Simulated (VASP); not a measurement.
LiY3:

```
Y Li
1.0
    -2.36719    2.36719    5.32664
     2.36719   -2.36719    5.32664
     2.36719    2.36719   -5.32664
Y Li
3 1
Direct
  0.50000 0.50000 0.00000
  0.25000 0.75000 0.50000
  0.75000 0.25000 0.50000
  0.00000 0.00000 0.00000
```

The cell comes from a database or a generator and needn't be the stable form of this composition.

* Program: VASP 6.6.1
* Task: relaxation of cell and atoms
* Functional: RPBE
* Potentials or basis: VASP PAW PBE potentials, release 64 (Y_sv, Li_sv)
* Cutoff: 600 eV
* k mesh: 6 × 6 × 6
* Occupations: fermi-dirac, width 0.05 eV
* Spin: no spin polarisation

At the start: pressure 1.2 GPa; volume 29.85 Å³/atom.

Question: Where does the relaxation end?

Answer: Over 6 steps the energy falls by 4.6 meV/atom and the volume is 31.06 Å³/atom (+4.0 %); space group I4/mmm (No. 139, to 0.05 Å).

Step by step:
```csv
step,energy change (eV),largest force (eV/Å),pressure (GPa),volume (Å³)
1,0.0000,0.0000,1.24,119.39
2,-0.0177,0.0000,0.19,123.42
3,-0.0182,0.0000,0.00,124.26
4,-0.0182,0.0000,-0.01,124.25
5,-0.0183,0.0000,-0.01,124.24
6,-0.0183,0.0000,0.00,124.23
```

Final structure:
```cif
data_structure
_symmetry_space_group_name_H-M 'P 1'
_symmetry_Int_Tables_number 1
_cell_length_a 6.3537
_cell_length_b 6.3537
_cell_length_c 6.3537
_cell_angle_alpha 135.502
_cell_angle_beta 135.502
_cell_angle_gamma 64.752
_cell_volume 124.23
loop_
_atom_site_label
_atom_site_type_symbol
_atom_site_fract_x
_atom_site_fract_y
_atom_site_fract_z
_atom_site_occupancy
Y1 Y 0.50000 0.50000 0.00000 1
Y2 Y 0.25000 0.75000 0.50000 1
Y3 Y 0.75000 0.25000 0.50000 1
Li1 Li 0.00000 0.00000 0.00000 1
```

Caveat: the cutoff is under 1.25 times the usual one of these potentials, so pressure, stress and relaxed cells hold a basis-set (Pulay) error; the PAW data sets were made with another functional, which shifts forces and pressure a little.
